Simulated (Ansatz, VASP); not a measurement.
# BeSi: VASP beside Ansatz

One calculation is typed for both programs; each brings its own data sets and cutoff. How far apart do they land? The cell is invented: other elements were put on sites of a known structure type. It may not be a known or stable phase. The cell is a member of a volume series, scaled by 1.02 from a relaxed one, so a pressure remains.

Program: Ansatz 0.2.0. Level of theory: plane waves, with VASP 6.6.1 beside it; single point at PBEsol. Results are calculated unless marked as measured.

## Step 1: Set-up

The structure is cubic, space group Pm-3m (No. 221). The conventional cell has a = 2.843 Å, b = 2.843 Å, c = 2.843 Å, α = 90.00°, β = 90.00°, γ = 90.00°. Nearest to Be lie 8 Si at 2.46 Å. Nearest to Si lie 8 Be at 2.46 Å. Farther neighbours are not listed.

## Step 2: VASP: single point, PBEsol, volume scaled by 1.02

A single point gives forces, pressure and levels at one fixed geometry, so differences don't come from the geometry; what else differs is listed under the comparison.

Lines of VASP's logs that name or quote its potential files are left out, and so is its time.

The input, INCAR:

```
SYSTEM = BeSi
PREC = Accurate
ENCUT = 400
EDIFF = 1E-06
NELM = 100
ISMEAR = 0
SIGMA = 0.05
LREAL = .FALSE.
ALGO = Normal
GGA = PS
LORBIT = 11
LWAVE = .FALSE.
LCHARG = .FALSE.
ISIF = 2
```

The input, POSCAR:

```
BeSi
1.0
    2.8425999722      0.0000000000      0.0000000000
    0.0000000000      2.8425999722      0.0000000000
    0.0000000000      0.0000000000      2.8425999722
Be Si
1 1
Direct
    0.5000000000      0.5000000000      0.5000000000
    0.0000000000      0.0000000000      0.0000000000
```

The input, KPOINTS:

```
Automatic mesh
0
Gamma
9 9 9
0 0 0
```

PAW data sets: Be and Si (PBE family, release 64).

Launch:

```bash
mpirun -np 1 vasp_std
```

Numbers of over 12 decimals in the logs are rounded to 6 here.

The program printed:

```text
[banner, memory and clock lines left out]
running    1 mpi-ranks, on    1 nodes
 distrk:  each k-point on    1 cores,    1 groups
 distr:  one band on    1 cores,    1 groups

 POSCAR found type information on POSCAR BeSi
 POSCAR found :  2 types and       2 ions
|                                                                             |
|               ----> ADVICE to this user running VASP <----                  |
|                                                                             |
|     You enforced a specific xc type in the INCAR file but a different       |
|     [... a line on the potential file left out ...]
|     I HOPE YOU KNOW WHAT YOU ARE DOING!                                     |
|                                                                             |

 LDA part: xc-table for (Slater+PW92), standard interpolation
 POSCAR, INCAR and KPOINTS ok, starting setup
 FFT: planning ... GRIDC
 FFT: planning ... GRID_SOFT
 FFT: planning ... GRID
 WAVECAR not read
 entering main loop
       N       E                     dE             d eps       ncg     rms          rms(c)
DAV:   1    -0.129406514718E+01   -0.12941E+01   -0.22071E+03   490   0.540E+02
DAV:   2    -0.874379219601E+01   -0.74497E+01   -0.69930E+01   679   0.658E+01
DAV:   3    -0.882570703767E+01   -0.81915E-01   -0.81904E-01   616   0.734E+00
DAV:   4    -0.882608869198E+01   -0.38165E-03   -0.38165E-03   763   0.486E-01
DAV:   5    -0.882608875542E+01   -0.63439E-07   -0.63116E-07   609   0.501E-03    0.324E+00
DAV:   6    -0.877766446550E+01    0.48424E-01   -0.57884E-02   728   0.120E+00    0.173E+00
DAV:   7    -0.876358803881E+01    0.14076E-01   -0.36717E-02   707   0.973E-01    0.233E-01
DAV:   8    -0.876287314878E+01    0.71489E-03   -0.50157E-03   679   0.392E-01    0.713E-02
DAV:   9    -0.876260197338E+01    0.27118E-03   -0.13749E-03   665   0.185E-01    0.479E-02
DAV:  10    -0.876258855571E+01    0.13418E-04   -0.43249E-05   665   0.440E-02    0.147E-02
DAV:  11    -0.876258844913E+01    0.10659E-06   -0.63001E-07   483   0.618E-03
   1 F= -.87625884E+01 E0= -.87609563E+01  d E =-.326438E-02
```

From OUTCAR (step 2):

```text
ion  position               nearest neighbor table
   1  0.500  0.500  0.500-   2 2.46   2 2.46   2 2.46   2 2.46   2 2.46   2 2.46   2 2.46   2 2.46

  LATTYP: Found a simple cubic cell.
 ALAT       =     2.8425999722

 Subroutine GETGRP returns: Found 48 space group operations
 (whereof 48 operations were pure point group operations)

The static configuration has the point symmetry O_h .

 Found     35 irreducible k-points:

   k-points           NKPTS =     35   k-points in BZ     NKDIM =     35   number of bands    NBANDS=      7

   dimension x,y,z NGX =    20 NGY =   20 NGZ =   20
   dimension x,y,z NGXF=    40 NGYF=   40 NGZF=   40

   ENCUT  =  400.0 eV  29.40 Ry    5.42 a.u.   4.64  4.64  4.64*2*pi/ulx,y,z

   NELECT =       6.0000    total number of electrons

 k-points in reciprocal lattice and weights: Automatic mesh
   0.00000000  0.00000000  0.00000000       0.001
   0.11111111  0.00000000  0.00000000       0.008
   0.22222222  0.00000000  0.00000000       0.008
   0.33333333  0.00000000  0.00000000       0.008
   0.44444444  0.00000000  0.00000000       0.008
   0.11111111  0.11111111  0.00000000       0.016
   0.22222222  0.11111111  0.00000000       0.033
   0.33333333  0.11111111  0.00000000       0.033
   0.44444444  0.11111111  0.00000000       0.033
[...]
0.44444444  0.44444444  0.33333333       0.033
   0.44444444  0.44444444  0.44444444       0.011

 average (electrostatic) potential at core
       1 -31.5468       2 -80.7505

 E-fermi :   8.9447

 k-point     1 :       0.0000    0.0000    0.0000
  band No.  band energies     occupation
      1      -4.6183      2.00000
      2      10.3414      0.00000
      3      10.3414      0.00000
      4      10.3414      0.00000
      5      13.4171      0.00000
      6      13.4171      0.00000
    ...

 k-point     2 :       0.1111    0.0000    0.0000
  band No.  band energies     occupation
      1      -4.4166      2.00000
      2       8.3258      2.00000
      3      10.5455      0.00000
      4      10.5455      0.00000
      5      13.6246      0.00000
      6      15.2029      0.00000
      7      17.6576      0.00000

 k-point     3 :       0.2222    0.0000    0.0000
  band No.  band energies     occupation
      1      -3.8177      2.00000
      2       5.5540      2.00000
      3      11.1566      0.00000
      4      11.1566      0.00000
      5      14.2349      0.00000
      6      16.3951      0.00000
      7      19.9040      0.00000

  Total       -0.2703080     -0.2703080     -0.2703080     -0.0000000      0.0000000     -0.0000000
  in kB      -18.8548139    -18.8548139    -18.8548139     -0.0000000      0.0000000     -0.0000000
  external PRESSURE =     -18.8548139 kB  Pullay stress =       0.0000000 kB

  energy-cutoff  :      400.00
  volume of cell :       22.97
      direct lattice vectors                 reciprocal lattice vectors
     2.842599972  0.000000000  0.000000000     0.351790618  0.000000000  0.000000000
     0.000000000  2.842599972  0.000000000     0.000000000  0.351790618  0.000000000
     0.000000000  0.000000000  2.842599972     0.000000000  0.000000000  0.351790618

 POSITION                                       TOTAL-FORCE (eV/Angst)
 -----------------------------------------------------------------------------------
      1.42130      1.42130      1.42130         0.000000      0.000000      0.000000
      0.00000      0.00000      0.00000         0.000000      0.000000      0.000000
 -----------------------------------------------------------------------------------
    total drift:                               -0.000000      0.000000     -0.000000

  FREE ENERGIE OF THE ION-ELECTRON SYSTEM (eV)
  ---------------------------------------------------
  free  energy   TOTEN  =        -8.7625884491 eV

  energy  without entropy=       -8.7593240650  energy(sigma->0) =       -8.76095626

 total charge
# of ion       s       p       d       tot
------------------------------------------
    1        0.412   0.566   0.000   0.978
    2        0.810   0.761   0.000   1.571
--------------------------------------------------
tot          1.222   1.327   0.000   2.549

[... 3 further parts left out ...]
```

The run ends at a pressure of -1.89 GPa.

## Step 3: Ansatz: single point, PBEsol, volume scaled by 1.02

Ansatz runs on its default PAW (the set named soft_2) files.

The same cell, functional, mesh and smearing now go to Ansatz, which takes its cutoff from its data sets.

The input, input.yaml:

```yaml
crystal:
  lattice:
    - [2.8425999722, 0.0, 0.0]
    - [0.0, 2.8425999722, 0.0]
    - [0.0, 0.0, 2.8425999722]
  atoms:
    - { symbol: Be, position: [0.5, 0.5, 0.5] }
    - { symbol: Si, position: [0.0, 0.0, 0.0] }
hamiltonian:
  xc: pbesol
  pseudopotentials: { kind: paw }
kpoints:
  mp_grid: { grid: [9, 9, 9] }
scf:
  occupations: { method: gaussian, width: 0.05 }
  n_extra_bands: 4
output:
  forces: true
  stress: true
  eigenvalues: true
```

Launch:

```bash
ansatz run input.yaml --threads 2 --pin off --max-ram 4608MiB --backend cpu --events-out ev --progress --plain --runs-dir out
```

The program printed:

```text
scf.n_extra_bands = 4 over 3 filled bands (N_el = 6.0): the run solves 7 bands
Engine: ansatz 0.2.0, x86_64-unknown-linux-gnu
Pseudopotentials: kind: paw
Pseudopotential: Be, paw, valence charge 2, recommended cutoff 420 eV (normal), Be.paw.azcp
Pseudopotential: Si, paw, valence charge 4, recommended cutoff 420 eV (normal), Si.paw.azcp
Functional definition: PBEsol
  exchange = pbesol_x
  correlation = pbesol_c
Crystal: 2 atoms, lattice volume = 22.969 Å³
Basis set: ecut = 420 eV, 461 PW (Γ), exchange–correlation on 40×40×40 points (8 copies of the dense FFT grid, shifted against one another)
Bands: 7, of which v1, the nominal top of the filled ones, is band 3 counted from 1 (2 counted from 0)
Symmetry: 48 space group operations
Space group: Pm-3m (ITA 221), of the structure as read, at distance tolerance 2.8e-5 Å
k-points: 35 of 729
Non-local potential: Be, projectors of the file, l = 0: 2, l = 1: 2, l = 2: 1
Non-local potential: Si, projectors of the file, l = 0: 2, l = 1: 2, l = 2: 2
PAW form: soft (Blöchl's): semilocal exchange-correlation on the pseudo side does not see the compensation charge
PAW frozen core: Be, regenerated for the run's functional, and the local potential with it (the file was generated under x = pbe(κ = 0.804, μ = 0.219515), c = pbe(β = 0.066725))
PAW frozen core: Si, regenerated for the run's functional, and the local potential with it (the file was generated under x = pbe(κ = 0.804, μ = 0.219515), c = pbe(β = 0.066725))
PAW one-centre angular grid: Be, 110 points (default); XC on 64 Gauss nodes
PAW one-centre angular grid: Si, 110 points (default); XC on 64 Gauss nodes
Initial density: superposition of atomic densities (neutral atoms: chi_scale 0, normalization atom), corrected by the library's trained network
Initial wavefunctions: pseudopotential atomic-orbital guess
Functional: x = pbesol(κ = 0.804, μ = 0.123457), c = pbesol(β = 0.046)
SCF iter   1: F=—  HF=-710.861757 eV  |F-HF|=—  |Δ(HF+E_count)|=         —  Δρ=4.54e-3  dr2=8.08e-3  ethr=1.77e-3  ⟨swp⟩=5.3  Hψ=2098  notcnv=0
preconditioner: auto → none  [metal: Δε(μ)=0.046 eV  Ē_g=10.679 eV  σ=0.050 eV  W_gap=0.48  n_scr=0 (ndim 8)  ℏωp=19.0 eV  f_vac=0.000  D(μ)=2.38/eV (n_scr^D=26)]
SCF iter   2: F=—  HF=-710.858708 eV  |F-HF|=—  |Δ(HF+E_count)|=   3.05e-3  Δρ=7.00e-4  dr2=5.81e-5  ethr=1.35e-4  ⟨swp⟩=1.9  Hψ=604  notcnv=0  defer=5
SCF iter   3: F=—  HF=-710.858673 eV  |F-HF|=—  |Δ(HF+E_count)|=   3.50e-5  Δρ=3.10e-4  dr2=7.95e-6  ethr=9.68e-7  ⟨swp⟩=2.0  Hψ=324  notcnv=0  defer=5
iter 4 did not close the SCF: its close was put off for the readings that it lacked (scf_convergence_deferred on its scf_iter line)
SCF iter   4: F=-710.858676 eV  HF=-710.858676 eV  |F-HF|=2.13e-8  |Δ(HF+E_count)|=   3.17e-6  Δρ=1.49e-5  dr2=4.94e-8  ethr=1.32e-7  ⟨swp⟩=2.0  Hψ=324  notcnv=0  defer=5
iter 5 did not close the SCF: its close was put off for the readings that it lacked (scf_convergence_deferred on its scf_iter line)
SCF iter   5: F=-710.858676 eV  HF=-710.858676 eV  |F-HF|=6.79e-10  |Δ(HF+E_count)|=   1.44e-8  Δρ=2.32e-6  dr2=1.25e-9  ethr=8.24e-10  ⟨swp⟩=2.1  Hψ=331  notcnv=0  defer=5
SCF iter   6: F=-710.858676 eV  HF=-710.858676 eV  |F-HF|=7.28e-12  |Δ(HF+E_count)|=  4.94e-10  Δρ=2.53e-7  dr2=1.41e-11  ethr=2.08e-11  ⟨swp⟩=2.1  Hψ=805  notcnv=0
SCF 1 converged in 6 iterations: F = -710.858676 eV  dr2 = 1.41e-11
  greatest PAW one-centre occupation: 0.665 electrons in one spin orbital (limit 2), on the Si atom at site 1 (counted from 0), in its partial waves of l = 0
SCF converged after 6 iterations
Free energy (F): -710.858676 eV
Harris-Foulkes:  -710.858676 eV  (|F-HF|=7.28e-12)
Internal energy: -710.855444 eV  (E = F + TS)
E sigma→0 (E₀):  -710.857060 eV
Entropy (-TS):   -0.003232 eV (-1.616 meV/atom)
Fermi energy:    9.663683 eV
--- Per-component energies (eV) ---
  E_band       = 25.052421
  E_kinetic    = 60.920329
  E_local      = 4.074740  (includes V_loc(G=0)·N_el)
  E_nonlocal   = 29.934238
  E_hartree    = 0.965052
  E_xc         = -74.987222
  E_vxc        = -68.521952  (∫ρ·V_xc dr)
  E_paw        = -555.577149  (= ΣΔE_a)
  E_vpaw       = -3.285042  (= ΣTr[D̂ρ^β])
  E_aug_tail   = 0.000005  (compensation charges beyond the density's cutoff)
  E_ewald      = -176.226529
  E_core_change = 0.041092  (= ΣΔE_core)
  E_smearing   = -0.003232  (= −TS)
  E_closure    = -0.000000  (closes the sum)
  Σ components = -710.858676   (vs F -710.858676, Δ=0.00e0)
--- Forces (eV/Å), atoms counted from 1 ---
  atom   1  Be    -0.00000000    -0.00000000     0.00000000
  atom   2  Si    -0.00000000     0.00000000     0.00000000
  max |Σ_I F_I| component: 3.12e-31 eV/Å
--- Stress (GPa, compression-positive) ---
       -2.058482       0.000000       0.000000
        0.000000      -2.058482       0.000000
        0.000000       0.000000      -2.058482
  P = ⅓ Tr σ = -2.0585 GPa (-20.585 kbar)
--- Band table (eV; the first three rows and the last of 35) ---
  k-point 0: bands = ["-3.8938", "11.0595", "11.0595", "11.0595", "14.1367", "14.1367", "17.7254"]
  k-point 1: bands = ["-3.6922", "9.0461", "11.2636", "11.2636", "14.3439", "15.9162", "18.3617"]
  k-point 2: bands = ["-3.0936", "6.2757", "11.8746", "11.8746", "14.9521", "17.1019", "20.6115"]
  k-point 34: bands = ["5.6504", "7.3018", "7.3018", "8.3086", "9.3342", "9.3342", "10.5951"]
```

Wall time 0.44 s (2 threads of Intel Xeon 6975P-C (Granite Rapids), shared host); peak memory 0.3 GiB.

The column dr2 measures how far the density is from self-consistency, as an energy; F and HF (Harris–Foulkes) agree once it is small.

The run ends at a pressure of -2.06 GPa.

## Step 4: Differences

Known differences besides the potentials themselves: the cutoff is 420 eV in Ansatz and 400 eV in VASP; Ansatz makes its cores anew for this functional, VASP keeps those of its PBE data sets; VASP leaves aspherical gradient terms in its spheres out (LASPH is not set), Ansatz keeps them. Total energies have different zeros and are not compared.

Compared:

| quantity | Ansatz | VASP | difference |
| --- | --- | --- | --- |
| pressure (GPa) | -2.06 | -1.89 | -0.17 |

## Step 5: VASP: single point, PBEsol, volume scaled by 1.04

A single point gives forces, pressure and levels at one fixed geometry, so differences don't come from the geometry; what else differs is listed under the comparison. The cell compared in this pair holds 23.42 Å³, against 22.97 Å³ for the pair before.

INCAR is that of step 2.

The input, POSCAR:

```
BeSi
1.0
    2.8610589308      0.0000000000      0.0000000000
    0.0000000000      2.8610589308      0.0000000000
    0.0000000000      0.0000000000      2.8610589308
Be Si
1 1
Direct
    0.5000000000      0.5000000000      0.5000000000
    0.0000000000      0.0000000000      0.0000000000
```

KPOINTS is that of step 2.

Launch:

```bash
mpirun -np 1 vasp_std
```

The program printed:

```text
[banner, memory and clock lines left out]
running    1 mpi-ranks, on    1 nodes
[...]
[... a notice as in an earlier step ...]

 LDA part: xc-table for (Slater+PW92), standard interpolation
 POSCAR, INCAR and KPOINTS ok, starting setup
[...]
entering main loop
       N       E                     dE             d eps       ncg     rms          rms(c)
DAV:   1    -0.202687048567E+01   -0.20269E+01   -0.22745E+03   504   0.543E+02
DAV:   2    -0.869038429386E+01   -0.66635E+01   -0.66247E+01   707   0.620E+01
DAV:   3    -0.881283400947E+01   -0.12245E+00   -0.12244E+00   609   0.768E+00
DAV:   4    -0.881439023200E+01   -0.15562E-02   -0.15562E-02   791   0.597E-01
[...]
DAV:   9    -0.875495348410E+01    0.62945E-04   -0.84265E-04   665   0.143E-01    0.580E-02
DAV:  10    -0.875491689236E+01    0.36592E-04   -0.12667E-04   714   0.597E-02    0.928E-03
DAV:  11    -0.875491703078E+01   -0.13841E-06   -0.14123E-06   574   0.100E-02
   1 F= -.87549170E+01 E0= -.87534244E+01  d E =-.298518E-02
```

From OUTCAR (step 5):

```text
  Total       -0.5272784     -0.5272784     -0.5272784      0.0000000      0.0000000     -0.0000000
  in kB      -36.0719942    -36.0719942    -36.0719942      0.0000000      0.0000000     -0.0000000
  external PRESSURE =     -36.0719942 kB  Pullay stress =       0.0000000 kB

 POSITION                                       TOTAL-FORCE (eV/Angst)
 -----------------------------------------------------------------------------------
      1.43053      1.43053      1.43053         0.000000      0.000000      0.000000
      0.00000      0.00000      0.00000         0.000000      0.000000      0.000000
 -----------------------------------------------------------------------------------
    total drift:                               -0.000000      0.000000     -0.000000

  FREE ENERGIE OF THE ION-ELECTRON SYSTEM (eV)
  ---------------------------------------------------
  free  energy   TOTEN  =        -8.7549170308 eV

  energy  without entropy=       -8.7519318477  energy(sigma->0) =       -8.75342444

[... 1 part as in an earlier step ...]

[... 2 further parts left out ...]
[key lines of the parts left out:]
E-fermi :   8.7300
```

The run ends at a pressure of -3.61 GPa.

[end of part 1 of 2]

[Lines on the potential files, build, host, timing and source positions are cut from VASP's logs without a mark.]

[Logs are printed without paths, hosts, clocks, repeated set-up lines and the standing remarks that a program may print on its own settings, such as how far it seeks lower states.]

[Hosts, paths, dates, database ids (printed as entryN), source tags and the programs' standing remarks are cut or masked in the printed files.]
